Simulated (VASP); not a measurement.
Level of theory: PBE0 hybrid, VASP's PBE PAW potentials (set 64) (plane waves; VASP).

VASP input:

KPOINTS_OPT:
```
k-points along high-symmetry lines
7
Line-mode
Reciprocal
  0.000000   0.000000   0.000000 ! GAMMA
  0.500000   0.000000   0.000000 ! M

  0.500000   0.000000   0.000000 ! M
  0.333333   0.333333   0.000000 ! K

  0.333333   0.333333   0.000000 ! K
  0.000000   0.000000   0.000000 ! GAMMA

  0.000000   0.000000   0.000000 ! GAMMA
  0.000000   0.000000   0.500000 ! A

  0.000000   0.000000   0.500000 ! A
  0.500000   0.000000   0.500000 ! L

  0.500000   0.000000   0.500000 ! L
  0.333333   0.333333   0.500000 ! H

  0.333333   0.333333   0.500000 ! H
  0.000000   0.000000   0.500000 ! A

  0.500000   0.000000   0.500000 ! L
  0.500000   0.000000   0.000000 ! M

  0.333333   0.333333   0.500000 ! H
  0.333333   0.333333   0.000000 ! K
```

POSCAR:
```
Se
1
    2.2560306444    -3.9075596837     0.0000000000
    2.2560306444     3.9075596837     0.0000000000
    0.0000000000     0.0000000000     5.0456536515
Se
3
Direct
  0.0000000000   0.2198941670   0.6666670000
  0.7801058330   0.7801058330   0.0000000000
  0.2198941670   0.0000000000   0.3333330000
```

### INCAR
```
SYSTEM = Se
PREC = Accurate; ENCUT = 520; LREAL = .False.
LASPH = .True.; ISYM = 3
EDIFF = 1E-6; NELM = 60; ALGO = Normal
LMAXMIX = 4
ISMEAR = 0; SIGMA = 0.05
GGA = PE; LHFCALC = .True.; AEXX = 0.25
HFRCUT = -1; PRECFOCK = Fast
ISIF = 2
LWAVE = .False.; LCHARG = .False.
```

KPOINTS:
```
Automatic mesh
0
Gamma
4 4 4
0 0 0
```

POTCAR, in this order: Se (PBE.64 set). Program: vasp_std. Read from the step before: WAVECAR.

Without a dispersion term in the relaxation, distances and binding between the weakly bound layers, chains or molecules are unreliable, and so is what depends on them.

Predict the energy per atom (σ→0), pressure, largest force, band gap (over mesh and band path).

| Item | Value |
|---|---|
| energy per atom (σ→0) | -4920 meV/atom |
| band gap (over mesh and band path) | 2.40 eV |
| pressure | -2.26 GPa |
| largest force | 0.626 eV/Å |

### OSZICAR
```
...
DAV:   9    -0.147587011025E+02    0.11900E-05   -0.18376E-06   199   0.108E-02    0.182E-02
DAV:  10    -0.147587011599E+02   -0.57447E-07   -0.76491E-07   194   0.746E-03
   1 F= -.14758701E+02 E0= -.14758701E+02  d E =-.687569E-18
       N       E                     dE             ncg
       N       E                     dE             ncg
       N       E                     dE             ncg
       N       E                     dE             ncg
       N       E                     dE             ncg
```

The compound is Se in the trig structure. It was relaxed first, which changed the volume by +9 %. The cell's shape comes from a PBE relaxation.
